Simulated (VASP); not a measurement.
A convergence study with VASP on SrCl2 (fluorite): one setting is varied, all else stays as given below, so the limit is that of these other settings. Each run relaxes cell and ions from the cell shown.

```
CELL_PARAMETERS angstrom
      0.00000     3.49000     3.49000
      3.49000     0.00000     3.49000
      3.49000     3.49000     0.00000
ATOMIC_POSITIONS crystal
  Sr 0.00000 0.00000 0.00000
  Cl 0.25000 0.25000 0.25000
  Cl 0.75000 0.75000 0.75000
```

These are PBE GGA, VASP's PBE PAW potentials (set 64) (plane waves; VASP) values and carry that method's errors. The tightest run used: 550 eV cut-off, 9×9×9 Γ-centred mesh, Gaussian smearing of 0.050 eV, potentials Sr_sv Cl.

Gaps are read on the run's mesh, which can miss a band edge.

### Question
The settings run are 2×2×2 mesh; 3×3×3 mesh; 5×5×5 mesh; 6×6×6 mesh; 7×7×7 mesh; 8×8×8 mesh; 9×9×9 mesh. From which on does the relaxed volume stay within 0.05 Å³/atom of the tightest run?

### Answer
From 3×3×3 mesh on: it is off by 0.005 there and by no more than 0.05 in any finer run, while 2×2×2 mesh is off by 0.179.
```csv
setting,relaxed volume (Å³/atom),E (eV/atom),gap on the mesh (eV),irreducible k-points,difference judged (Å³/atom)
2×2×2 mesh,29.348,-4.2517,5.189,3,0.179
3×3×3 mesh,29.174,-4.2634,5.392,4,0.005
5×5×5 mesh,29.169,-4.2637,5.288,10,0.000
6×6×6 mesh,29.168,-4.2637,5.222,16,0.001
7×7×7 mesh,29.168,-4.2637,5.255,20,0.000
8×8×8 mesh,29.168,-4.2637,5.222,29,0.000
9×9×9 mesh,29.168,-4.2637,5.241,35,0.000
```

Left out are rungs that failed or repeat a setting and relaxations that didn't move; long series are thinned to 24 rows.

The compound is SrCl2 in the fluorite structure.
